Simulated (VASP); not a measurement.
```xyz
5
Lattice="4.1230 0.0000 0.0000 0.0000 4.1230 0.0000 0.0000 0.0000 4.1230" Properties=species:S:1:pos:R:3 pbc="T T T"
Ba     0.0000     0.0000     0.0000
Hf     2.0615     2.0615     2.0615
O      2.0615     0.0000     2.0615
O      0.0000     2.0615     2.0615
O      2.0615     2.0615     0.0000
```

The numbers are results of LDA (Ceperley-Alder, Perdew-Zunger), VASP's LDA PAW potentials (set 64) (plane waves; VASP 6.6.1), not measurements. Settings: 520 eV cut-off, 5×5×5 Γ-centred mesh, Gaussian smearing of 0.050 eV, potentials Ba_sv Hf_pv O.

Predict the energy per atom (σ→0).

```
Item                            Value
---------------------  --------------
energy per atom (σ→0)  -9.531 eV/atom
```

Only differences to runs with the same potentials and settings are physical.

The compound is BaHfO3 in the cubic perovskite structure. It was relaxed first. The start is the result of an earlier pass.
